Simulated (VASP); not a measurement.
Energy against volume of Rh (fcc). The numbers are results of PBE GGA with D3 dispersion (Becke-Johnson damping), VASP's PBE PAW potentials (set 64) (plane waves; VASP), not measurements. Run with 520 eV cut-off, 16×16×16 Γ-centred mesh, first-order Methfessel-Paxton smearing of 0.10 eV, potentials Rh_pv.

```
V (Å³/atom)  E (eV/atom)
-----------  -----------
13.234          -7.88780
13.643          -7.89993
14.052          -7.89033
14.462          -7.86270
```

**Question.** Fit these four points and predict the energy of the run at 12.825 Å³/atom.

**Answer.** A cubic in V^(−2/3), the third-order Birch-Murnaghan form, passes through the four points with V0 = 13.65 Å³/atom and B0 = 282 GPa, and gives -7.8493 eV/atom there. The run gave -7.8496 eV/atom, -0.3 meV/atom from the fit; all five points give B0 = 281 GPa.

The compound is Rh in the fcc structure. It was relaxed first.
